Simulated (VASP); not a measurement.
LaB$_{6}$ (cab6) relaxed at rising pressure, in one space group throughout; other phases were not tried. The pressures are those reached. Method: PBE GGA, VASP's PBE PAW potentials (set 64) (plane waves; VASP).

```json
[
 {"P (GPa)": "-0.06", "V (Å³/atom)": "10.242", "k-mesh": "8×8×8"},
 {"P (GPa)": "5.00", "V (Å³/atom)": "9.963", "k-mesh": "8×8×8"},
 {"P (GPa)": "9.99", "V (Å³/atom)": "9.719", "k-mesh": "8×8×8"},
 {"P (GPa)": "20.12", "V (Å³/atom)": "9.296", "k-mesh": "8×8×8"},
 {"P (GPa)": "30.10", "V (Å³/atom)": "8.948", "k-mesh": "8×8×8"}
]
```

Problem. Fit an equation of state and predict the volume at 44.97 GPa.

Solution. Least squares on the third-order Birch-Murnaghan form, P = (3B0/2)(y⁷ − y⁵)[1 + (3/4)(B′ − 4)(y² − 1)] with y = (V0/V)^(1/3), gives V0 = 10.238 Å³/atom, B0 = 174 GPa and B′ = 3.7, and so 8.518 Å³/atom. The run gave 8.519 Å³/atom, +0.0 % from the fit.

Pressures at which the relaxation failed are left out.

The compound is LaB6 in the cab6 structure. The electron count is odd and the run is not spin-polarised, which forces a metal.
